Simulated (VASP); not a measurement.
Input:

```
SnSe2
1.0
    1.92080    -3.32692     0.00000
    1.92080     3.32692     0.00000
    0.00000     0.00000     6.44972
Sn Se
1 2
Cartesian
  0.00000   0.00000   0.00000
  1.92080   1.10897   1.57414
  1.92080  -1.10897   4.87557
```

Level of theory: SCAN meta-GGA, VASP's PBE PAW potentials (set 64) (plane waves; VASP). Numerical set-up: 520 eV cut-off, 8×8×4 Γ-centred mesh, tetrahedra with Blöchl corrections, potentials Sn_d Se.

The path is coarsely sampled, so an indirect gap can come out somewhat too large.

### Question
The job: SnSe2 (1T layered), 3 atoms, SCAN, static run, 520 eV, 8×8×4 Γ-centred mesh. Roughly how much core time does it take on a busy server core?

### Answer
About 5 core-minutes (one run on a shared machine, a rough figure). It had 35 irreducible k-points, 17 bands, up to 2232 plane waves and 30 electronic steps.

The compound is SnSe2 in the 1T layered structure. It was relaxed first, which changed the volume by +7 %.
